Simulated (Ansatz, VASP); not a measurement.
# One calculation of Hf2Br, two programs

```
CELL_PARAMETERS angstrom
2.42955 1.40270 4.04264
-2.42955 1.40270 4.04264
0.00000 -2.80540 4.04264
ATOMIC_POSITIONS crystal
Hf 0.57752 0.57752 0.57752
Hf 0.77019 0.77019 0.77019
Br 0.20384 0.20384 0.20384
```

Alike in both runs: task relaxation of cell and atoms; functional PBE; k mesh 5 × 5 × 5; occupations gaussian, width 0.2 eV; no spin polarisation.

```csv
,VASP,Ansatz
version,VASP 6.6.1,Ansatz 0.2.0
potentials or method,"VASP PAW PBE potentials, release 64 (Hf_pv, Br)","scalar-relativistic, plane waves, PAW"
plane-wave cutoff (eV),600,420
valence electrons in the cell,27,59
```

```tsv
	VASP	Ansatz	Ansatz less VASP
gap on the k mesh at the Fermi level, each at its own relaxed structure (eV)	none	none	-
relaxed volume (Å³/atom)	25.54	25.58	+0.043
relaxed cell length with the largest relative difference (Å)	5.704	5.712	+0.0078
energy change over the relaxation (meV/atom)	-528	-530	-1.5
```

A gap of «none» marks a metal or a gap that the smearing closes. The two sets of potentials don't hold the same shells in valence.

Caveats: an odd number of electrons without spin polarisation forces a metal; a magnetic or distorted state may lie lower. The runs have no spin-orbit coupling, so splittings on Hf are missing.
